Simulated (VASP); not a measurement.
Data:

```yaml
crystal:
  lattice:
    - [2.30451, -3.99153, 0.00000]
    - [2.30451, 3.99153, 0.00000]
    - [0.00000, 0.00000, 7.49408]
  atoms:
    - { symbol: Mg, position: [0.66667, 0.33333, 0.49975] }
    - { symbol: Mg, position: [0.33333, 0.66667, 0.99975] }
    - { symbol: Te, position: [0.66667, 0.33333, 0.87625] }
    - { symbol: Te, position: [0.33333, 0.66667, 0.37625] }
```

These are PBE GGA, VASP's PBE PAW potentials (set 64) (plane waves; VASP) values and carry that method's errors. Numerical set-up: 350 eV cut-off, Gaussian smearing of 0.050 eV, potentials Mg Te.

Unless said otherwise, spin-orbit coupling is left out, though it shifts the bands of the heavy elements here.

Problem. Estimate the band gap (along the path) with the smallest direct gap where there is one.

Solution. 
| Item | Value |
|---|---|
| band gap (along the path) | 2.36 eV |
| smallest direct gap (along the path) | 2.36 eV |

Only differences to runs with the same potentials and settings are physical.

The compound is MgTe in the wurtzite structure. It was relaxed first.
